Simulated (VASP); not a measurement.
# YSn3 with and without spin-orbit coupling

What does spin-orbit coupling change in YSn3, and what does it cost? All runs use PBEsol. Left out of this account: 1 further run (fields: a reference on another mesh). The start is a computed cell from the Materials Project.

Calculated with VASP 6.6.1; PBEsol; plane waves and PAW (Y_sv, Sn_d), in the first sound run; inputs show where later runs differ.

## (1) The structure

The structure is cubic, space group Pm-3m (No. 221). Conventional cell: a = 4.700 Å, b = 4.700 Å, c = 4.700 Å, α = 90.00°, β = 90.00°, γ = 90.00°. Y has 12 Sn at 3.32 Å nearest. Nearest to Sn lie 8 Sn at 3.32 Å and 4 Y at 3.32 Å. Farther neighbours are not listed.

Coordinates:

```cif
data_structure
_symmetry_space_group_name_H-M 'Pm-3m'
_symmetry_Int_Tables_number 221
_cell_length_a 4.7003
_cell_length_b 4.7003
_cell_length_c 4.7003
_cell_angle_alpha 90.000
_cell_angle_beta 90.000
_cell_angle_gamma 90.000
_cell_volume 103.84
loop_
_atom_site_label
_atom_site_type_symbol
_atom_site_symmetry_multiplicity
_atom_site_Wyckoff_symbol
_atom_site_fract_x
_atom_site_fract_y
_atom_site_fract_z
_atom_site_occupancy
Y1 Y 1 a 0.00000 0.00000 0.00000 1
Sn1 Sn 3 c 0.50000 0.50000 0.00000 1
```

## (2) Band structure (PBEsol)

The mesh alone shows little of the dispersion and can miss band extrema, so KPOINTS_OPT adds a path through the symmetry points after the self-consistent cycle. PBEsol restores the gradient expansion of exchange and is tuned for the cells of solids.

The input, INCAR:

```
SYSTEM = YSn3
PREC = Accurate
ENCUT = 400
EDIFF = 1E-06
NELM = 100
ISMEAR = -1
SIGMA = 0.05
LREAL = .FALSE.
ALGO = Normal
GGA = PS
NBANDS = 40
LASPH = .TRUE.
LORBIT = 11
LWAVE = .FALSE.
LCHARG = .FALSE.
KPAR = 4
```

The input, POSCAR:

```
YSn3
1.0
    4.7003297500      0.0000000000      0.0000000000
    0.0000000000      4.7003297500      0.0000000000
    0.0000000000      0.0000000000      4.7003297500
Y Sn
1 3
Direct
    0.0000000000      0.0000000000      0.0000000000
    0.5000000000      0.5000000000      0.0000000000
    0.5000000000      0.0000000000      0.5000000000
    0.0000000000      0.5000000000      0.5000000000
```

The input, KPOINTS:

```
Automatic mesh
0
Gamma
6 6 6
0 0 0
```

The input, KPOINTS_OPT:

```
Line mode
16
Line-mode
Reciprocal
  0.00000000   0.00000000   0.00000000 GAMMA
  0.00000000   0.50000000   0.00000000 X

  0.00000000   0.50000000   0.00000000 X
  0.50000000   0.50000000   0.00000000 M

  0.50000000   0.50000000   0.00000000 M
  0.00000000   0.00000000   0.00000000 GAMMA

  0.00000000   0.00000000   0.00000000 GAMMA
  0.50000000   0.50000000   0.50000000 R

  0.50000000   0.50000000   0.50000000 R
  0.00000000   0.50000000   0.00000000 X

  0.50000000   0.50000000   0.00000000 M
  0.50000000   0.50000000   0.50000000 R
```

PAW data sets: Y_sv and Sn_d (PBE family, release 64).

Started as:

```console
> mpirun -np 4 vasp_std
```

Log:

```text
[banner, memory and clock lines left out]
running    4 mpi-ranks, on    1 nodes
 distrk:  each k-point on    1 cores,    4 groups
 distr:  one band on    1 cores,    1 groups

 POSCAR found type information on POSCAR Y Sn
 POSCAR found :  2 types and       4 ions
|                                                                             |
|               ----> ADVICE to this user running VASP <----                  |
|                                                                             |
|     You enforced a specific xc type in the INCAR file but a different       |
|     [... a line on the potential file left out ...]
|     I HOPE YOU KNOW WHAT YOU ARE DOING!                                     |
|                                                                             |

 LDA part: xc-table for (Slater+PW92), standard interpolation
 POSCAR, INCAR and KPOINTS ok, starting setup
 FFT: planning ... GRIDC
 FFT: planning ... GRID_SOFT
 FFT: planning ... GRID
 WAVECAR not read
 entering main loop
       N       E                     dE             d eps       ncg     rms          rms(c)
DAV:   1     0.486020367978E+03    0.48602E+03   -0.22013E+04  1720   0.169E+03
DAV:   2     0.449576341895E+02   -0.44106E+03   -0.42622E+03  1600   0.491E+02
DAV:   3    -0.189988353363E+02   -0.63956E+02   -0.63026E+02  1864   0.152E+02
DAV:   4    -0.221158583683E+02   -0.31170E+01   -0.30985E+01  2288   0.350E+01
DAV:   5    -0.222419612776E+02   -0.12610E+00   -0.12608E+00  2096   0.651E+00    0.211E+01
DAV:   6    -0.216740786356E+02    0.56788E+00   -0.47686E-01  2296   0.661E+00    0.141E+01
DAV:   7    -0.216096915381E+02    0.64387E-01   -0.85728E-01  1976   0.522E+00    0.354E+00
DAV:   8    -0.215917156348E+02    0.17976E-01   -0.30264E-01  1816   0.264E+00    0.770E-01
DAV:   9    -0.215800502692E+02    0.11665E-01   -0.60008E-02  1984   0.125E+00    0.304E-01
DAV:  10    -0.215788805226E+02    0.11697E-02   -0.63528E-03  1952   0.471E-01    0.193E-01
DAV:  11    -0.215789000832E+02   -0.19561E-04   -0.11931E-03  1920   0.150E-01    0.201E-01
DAV:  12    -0.215788756937E+02    0.24390E-04   -0.86980E-05  2064   0.603E-02    0.597E-02
DAV:  13    -0.215788725951E+02    0.30985E-05   -0.21839E-05  2008   0.213E-02    0.643E-03
DAV:  14    -0.215788730045E+02   -0.40934E-06   -0.13741E-06  1392   0.845E-03
   1 F= -.21578873E+02 E0= -.21568719E+02  d E =-.203085E-01
 Start KPOINTS_OPT (optional k-point list driver)
k-point batch [1-20\96]
       N       E                     dE             ncg
DAV:   1    -0.441181540485E+03   -0.11978E+05     1744
DAV:   2    -0.914415737967E+04   -0.87030E+04     1600
DAV:   3    -0.103956217844E+05   -0.12515E+04     1856
DAV:   4    -0.104577952154E+05   -0.62173E+02     2296
DAV:   5    -0.104602310944E+05   -0.24359E+01     2128
DAV:   6    -0.104602932485E+05   -0.62154E-01     2256
DAV:   7    -0.104602960813E+05   -0.28328E-02     2184
DAV:   8    -0.104602961306E+05   -0.49348E-04     2064
DAV:   9    -0.104602961344E+05   -0.37598E-05     1176
DAV:  10    -0.104602961345E+05   -0.13306E-06     1232
[...]
k-point batch [81-96\96]
       N       E                     dE             ncg
DAV:   1     0.350215151127E+04   -0.23175E+05     1384
DAV:   2    -0.351199039725E+04   -0.70141E+04     1288
DAV:   3    -0.451043209304E+04   -0.99844E+03     1600
DAV:   4    -0.455902756021E+04   -0.48595E+02     1800
DAV:   5    -0.456065986410E+04   -0.16323E+01     1672
DAV:   6    -0.456070857659E+04   -0.48712E-01     1816
DAV:   7    -0.456071174814E+04   -0.31716E-02     1736
DAV:   8    -0.456071183679E+04   -0.88647E-04     1656
DAV:   9    -0.456071184426E+04   -0.74722E-05     1056
DAV:  10    -0.456071184440E+04   -0.13843E-06      984
```

Run time: 56 s. Hardware: 4 MPI ranks of Intel Xeon Platinum 8375C at 2.90GHz (Ice Lake), shared host; peak memory 0.96 GiB; 3.7 min of CPU time.

Lines that name or quote the potential files are left out of all logs, and their timing lines are given in words.

Parts of OUTCAR (step 2):

```text
ion  position               nearest neighbor table
   1  0.000  0.000  0.000-   2 3.32   3 3.32   4 3.32   3 3.32   4 3.32   2 3.32   4 3.32   4 3.32
                             2 3.32   3 3.32   3 3.32   2 3.32
   2  0.500  0.500  0.000-   1 3.32   3 3.32   4 3.32   3 3.32   4 3.32   1 3.32   3 3.32   3 3.32
                             1 3.32   4 3.32   4 3.32   1 3.32
   3  0.500  0.000  0.500-   1 3.32   2 3.32   4 3.32   1 3.32   2 3.32   2 3.32   4 3.32   2 3.32
                             1 3.32   4 3.32   1 3.32   4 3.32
   4  0.000  0.500  0.500-   1 3.32   2 3.32   3 3.32   1 3.32   2 3.32   1 3.32   3 3.32   1 3.32
                             2 3.32   3 3.32   2 3.32   3 3.32

  LATTYP: Found a simple cubic cell.
 ALAT       =     4.7003297500

 Subroutine GETGRP returns: Found 48 space group operations
 (whereof 48 operations were pure point group operations)

The static configuration has the point symmetry O_h .

 Found     20 irreducible k-points:

   k-points           NKPTS =     20   k-points in BZ     NKDIM =     20   number of bands    NBANDS=     40

   dimension x,y,z NGX =    32 NGY =   32 NGZ =   32
   dimension x,y,z NGXF=    64 NGYF=   64 NGZF=   64

   ENCUT  =  400.0 eV  29.40 Ry    5.42 a.u.   7.67  7.67  7.67*2*pi/ulx,y,z

   NELECT =      53.0000    total number of electrons

 k-points in reciprocal lattice and weights: Automatic mesh
   0.00000000  0.00000000  0.00000000       0.005
   0.16666667  0.00000000  0.00000000       0.028
   0.33333333  0.00000000  0.00000000       0.028
   0.50000000  0.00000000  0.00000000       0.014
   0.16666667  0.16666667  0.00000000       0.056
   0.33333333  0.16666667  0.00000000       0.111
   0.50000000  0.16666667  0.00000000       0.056
   0.33333333  0.33333333  0.00000000       0.056
   0.50000000  0.33333333  0.00000000       0.056
[...]
0.50000000  0.50000000  0.33333333       0.028
   0.50000000  0.50000000  0.50000000       0.005

 average (electrostatic) potential at core
       1 -33.4523       2 -99.0778       3 -99.0778       4 -99.0778

 E-fermi :   7.6666

 k-point     1 :       0.0000    0.0000    0.0000
  band No.  band energies     occupation
    ...
     21       2.4174      2.00000
     22       2.4174      2.00000
     23       4.6306      2.00000
     24       4.6306      2.00000
     25       4.6306      2.00000
     26       8.9505      0.00000
     27       8.9505      0.00000
     28       8.9505      0.00000
     29       8.9548      0.00000
     30       9.5526      0.00000
    ...

 k-point     2 :       0.1667    0.0000    0.0000
  band No.  band energies     occupation
    ...
     21       1.5017      2.00000
     22       2.5519      2.00000
     23       4.7100      2.00000
     24       4.7100      2.00000
     25       5.3714      2.00000
     26       7.7239      0.48208
     27       8.1413      0.00015
     28       8.1413      0.00015
     29       8.9829      0.00000
     30       9.4781      0.00000
    ...

 k-point     3 :       0.3333    0.0000    0.0000
  band No.  band energies     occupation
    ...
     24       4.8751      2.00000
     25       6.3037      2.00000
     26       6.5432      2.00000
     27       7.5343      1.86742
     28       7.5343      1.86742
     29       9.0510      0.00000
     30       9.4947      0.00000
     31       9.9630      0.00000
     32      10.5739      0.00000
     33      10.5739      0.00000
    ...

  Total       -1.3021558     -1.3021558     -1.3021558     -0.0000000     -0.0000000      0.0000000
  in kB      -20.0903988    -20.0903988    -20.0903988     -0.0000000     -0.0000000      0.0000000
  external PRESSURE =     -20.0903988 kB  Pullay stress =       0.0000000 kB

  energy-cutoff  :      400.00
  volume of cell :      103.84
      direct lattice vectors                 reciprocal lattice vectors
     4.700329750  0.000000000  0.000000000     0.212751031  0.000000000  0.000000000
     0.000000000  4.700329750  0.000000000     0.000000000  0.212751031  0.000000000
     0.000000000  0.000000000  4.700329750     0.000000000  0.000000000  0.212751031

 POSITION                                       TOTAL-FORCE (eV/Angst)
 -----------------------------------------------------------------------------------
      0.00000      0.00000      0.00000         0.000000      0.000000      0.000000
      2.35016      2.35016      0.00000         0.000000      0.000000      0.000000
      2.35016      0.00000      2.35016         0.000000      0.000000      0.000000
      0.00000      2.35016      2.35016         0.000000      0.000000      0.000000
 -----------------------------------------------------------------------------------
    total drift:                                0.000000     -0.000000     -0.000000

  FREE ENERGIE OF THE ION-ELECTRON SYSTEM (eV)
  ---------------------------------------------------
  free  energy   TOTEN  =       -21.5788730045 eV

  energy  without entropy=      -21.5585645172  energy(sigma->0) =      -21.56871876

 total charge
# of ion       s       p       d       f       tot
--------------------------------------------------
    1        2.171   6.216   1.001   0.028   9.415
    2        1.234   1.048   9.975   0.000  12.257
    3        1.234   1.048   9.975   0.000  12.257
    4        1.234   1.048   9.975   0.000  12.257
--------------------------------------------------
tot          5.873   9.360  30.925   0.028  46.186

[... 3 further parts left out ...]
```

This run has no spin polarisation. Its electron count is odd, so without a moment it is a metal by construction. The k-mesh is coarse for a metal. Spin-orbit coupling is off here; with elements this heavy it splits and shifts levels by tenths of an eV or more. The PAW data sets were made with PBE, which is usual practice but a small mismatch for other functionals. At this level the cell is under a tension of 2.0 GPa, so at these settings it is away from equilibrium.

Numbers from this step:

```
electronic steps        : 14
electrons               : 53
bands                   : 40
irreducible k points    : 20
symmetry operations     : 48
free energy (TOTEN)     : -21.58 eV
energy at zero smearing : -21.57 eV
Fermi energy            : 7.667 eV
pressure                : -2.009 GPa
metallic                : yes
```

Electronic bands along the path, in eV, zero at the Fermi level; # counts the bands kept, so #1 is VASP's band 20:

```tsv
point	#4	#5	#6	#7	#8	#9	#10	#11
Γ	-3.04	-3.04	-3.04	1.28	1.28	1.28	1.29	1.89
0.47 of the way	-2.89	-2.89	-1.84	-0.58	0.18	0.18	1.34	1.95
X	-2.71	-2.71	-1.97	-0.31	-0.31	-0.05	0.64	1.42
0.53 of the way	-3.57	-2.23	-1.44	-1.13	-0.53	0.73	1.16	1.46
M	-4.74	-1.51	-1.51	-0.80	-0.08	0.55	0.55	1.62
0.47 of the way	-2.69	-2.54	-2.25	-0.79	0.24	0.59	1.20	1.94
Γ	-3.04	-3.04	-3.04	1.28	1.28	1.28	1.29	1.89
0.53 of the way	-4.37	-2.41	-2.41	-1.01	0.58	0.58	1.75	2.17
R	-4.98	-3.63	-3.63	-3.63	0.66	2.37	2.37	3.15
0.47 of the way	-3.74	-3.31	-3.18	-1.65	1.04	1.32	1.80	2.24
X	-2.71	-2.71	-1.97	-0.31	-0.31	-0.05	0.64	1.42
jump to M	-4.74	-1.51	-1.51	-0.80	-0.08	0.55	0.55	1.62
0.53 of the way	-4.21	-3.63	-2.91	-2.91	1.49	2.08	2.30	2.30
R	-4.98	-3.63	-3.63	-3.63	0.66	2.37	2.37	3.15
```

Of the projections kept (Y, Sn), the largest for each band there; the rest of the weight can lie on other orbitals:

```tsv
point	#4	#5	#6	#7	#8	#9	#10	#11
Γ	Sn 0.86	Sn 0.86	Sn 0.86	Y 0.90	Y 0.90	Y 0.90	Y 0.55	Sn 0.94
X	Sn 0.72	Sn 0.72	Y 0.52	Sn 0.77	Sn 0.77	Sn 0.68	Sn 0.86	Y 0.93
M	Sn 0.71	Sn 0.54	Sn 0.54	Sn 0.95	Sn 0.98	Sn 0.81	Sn 0.81	Y 0.94
Γ	Sn 0.86	Sn 0.86	Sn 0.86	Y 0.90	Y 0.90	Y 0.90	Y 0.55	Sn 0.94
R	Sn 0.99	Sn 0.74	Sn 0.74	Sn 0.74	Y 0.76	Y 0.97	Y 0.97	Y 0.87
X	Sn 0.72	Sn 0.72	Y 0.52	Sn 0.77	Sn 0.77	Sn 0.68	Sn 0.86	Y 0.93
```

There is no gap at this level.

(Continued in part 2 of 4.)

[Lines on the potential files, build, host, timing and source positions are cut from VASP's logs without a mark.]

[Logs are printed without paths, hosts, clocks, repeated set-up lines and the standing remarks that a program may print on its own settings, such as how far it seeks lower states.]

[Hosts, paths, dates, database ids (printed as entryN), source tags and the programs' standing remarks are cut or masked in the printed files.]

[A measured line is paired with the nearest computed mode of its activity, which favours agreement.]
